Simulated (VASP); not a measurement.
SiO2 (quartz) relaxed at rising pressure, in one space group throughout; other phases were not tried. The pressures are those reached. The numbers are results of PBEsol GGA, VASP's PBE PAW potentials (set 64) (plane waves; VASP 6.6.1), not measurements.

| P (GPa) | V (Å³/atom) | k-mesh |
|---|---|---|
| -0.22 | 12.851 | 5×5×4 |
| 4.93 | 11.464 | 6×6×4 |
| 9.91 | 10.626 | 6×6×4 |
| 20.03 | 9.550 | 6×6×5 |
| 30.09 | 8.820 | 6×6×5 |

A change of mesh leaves a small step in the series.

Fit an equation of state and predict the volume at 45.12 GPa.

Least squares on the third-order Birch-Murnaghan form, P = (3B0/2)(y⁷ − y⁵)[1 + (3/4)(B′ − 4)(y² − 1)] with y = (V0/V)^(1/3), gives V0 = 12.759 Å³/atom, B0 = 37 GPa and B′ = 4.3, and so 8.080 Å³/atom. The run gave 8.095 Å³/atom, +0.2 % from the fit.

Pressures at which the relaxation failed are left out.

The compound is SiO2 in the quartz structure.
